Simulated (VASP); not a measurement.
Output of a VASP run:

OSZICAR:
```
       N       E                     dE             d eps       ncg     rms          rms(c)
DAV:   1     0.181233685050E+03    0.18123E+03   -0.91027E+03   654   0.991E+02
DAV:   2     0.256356104693E+01   -0.17867E+03   -0.17599E+03   783   0.306E+02
DAV:   3    -0.953219292481E+01   -0.12096E+02   -0.11932E+02   857   0.866E+01
DAV:   4    -0.974830883358E+01   -0.21612E+00   -0.21537E+00   828   0.141E+01
DAV:   5    -0.975393820863E+01   -0.56294E-02   -0.56279E-02   911   0.198E+00    0.443E+00
DAV:   6    -0.952889847312E+01    0.22504E+00   -0.51003E-01   928   0.103E+01    0.278E+00
DAV:   7    -0.950943702873E+01    0.19461E-01   -0.13270E-01   778   0.259E+00    0.938E-01
DAV:   8    -0.950887408689E+01    0.56294E-03   -0.11344E-02   812   0.116E+00    0.274E-01
DAV:   9    -0.950900692772E+01   -0.13284E-03   -0.15811E-03   747   0.273E-01    0.804E-02
DAV:  10    -0.950896690097E+01    0.40027E-04   -0.33047E-04   843   0.115E-01    0.364E-02
DAV:  11    -0.950896676785E+01    0.13311E-06   -0.83271E-05   762   0.469E-02    0.188E-02
DAV:  12    -0.950897504677E+01   -0.82789E-05   -0.15664E-05   673   0.269E-02    0.105E-02
DAV:  13    -0.950897453118E+01    0.51560E-06   -0.10028E-06   503   0.779E-03
   1 F= -.95089745E+01 E0= -.94580544E+01  d E =-.101840E+00
```

File OUTCAR:
```
------------------------ aborting loop because EDIFF is reached ----------------------------------------
  FORCE on cell =-STRESS in cart. coord.  units (eV):
  Direction    XX          YY          ZZ          XY          YZ          ZX
  --------------------------------------------------------------------------------------
  Total        6.5356867      6.5356878      5.4812201      0.0000000     -0.0000003      0.0000000
  in kB      135.3895730    135.3895959    113.5458417      0.0000000     -0.0000055      0.0000000
  external PRESSURE =     128.1083369 kB  Pullay stress =       0.0000000 kB
  volume of cell :       77.34
      direct lattice vectors                 reciprocal lattice vectors
     1.793229000  1.035321000  6.943116000     0.278826631  0.160980617  0.048009192
    -1.793229000  1.035321000  6.943116000    -0.278826631  0.160980617  0.048009192
     0.000000000 -2.070643000  6.943116000     0.000000000 -0.321961233  0.048009169
 POSITION                                       TOTAL-FORCE (eV/Angst)
 -----------------------------------------------------------------------------------
      0.00000      0.00000      0.00000         0.000000      0.000000     -0.008005
      0.00000     -0.00000     15.66992         0.000000     -0.000000      1.661352
      0.00000     -0.00000     12.10185         0.000000      0.000000     -1.653347
 -----------------------------------------------------------------------------------
    total drift:                                0.000000     -0.000001      0.000005
  FREE ENERGIE OF THE ION-ELECTRON SYSTEM (eV)
  ---------------------------------------------------
  free  energy   TOTEN  =        -9.5089745312 eV

  energy  without entropy=       -9.4071342848  energy(sigma->0) =       -9.45805441
```
(Selected blocks of OUTCAR.)

POSCAR:
```
PbSe2
1
    1.7932290000     1.0353210000     6.9431160000
   -1.7932290000     1.0353210000     6.9431160000
    0.0000000000    -2.0706430000     6.9431160000
Pb Se
1 2
Direct
  0.0000000000   0.0000000000   0.0000000000
  0.7523000000   0.7523000000   0.7523000000
  0.5810000000   0.5810000000   0.5810000000
```

Problem. Write an INCAR and KPOINTS that could have produced this output.

Solution. One answer among several that fit: the input of the run itself, PBE GGA, plane waves, VASP's PBE PAW potentials (set 64).

### KPOINTS
```
Automatic mesh
0
Gamma
5 5 5
0 0 0
```

**INCAR**
```
! general
SYSTEM   =  PbSe2
PREC     =  Accurate
ENCUT    =  300
LREAL    =  .FALSE.
LASPH    =  .TRUE.

! electronic loop
EDIFF    =  1E-6
NELM     =  100
ALGO     =  Normal
LMAXMIX  =  4

! smearing
ISMEAR   =  0
SIGMA    =  0.272

! functional
GGA      =  PE

! ions
ISIF     =  2

! output
LWAVE    =  .FALSE.
LCHARG   =  .FALSE.
```

POTCAR, in this order: Pb_d Se (PBE.64 set). Program: vasp_std.

At this cut-off the stress carries a Pulay error, which pulls relaxed volumes low.

The structure was generated: PbSe2 was put into an ordered model structure, which need not be its known phase. The cell was not relaxed at this level. The k-mesh is coarse (spacing up to 0.41 per Å, 2π included), so the numbers may not be converged in it.
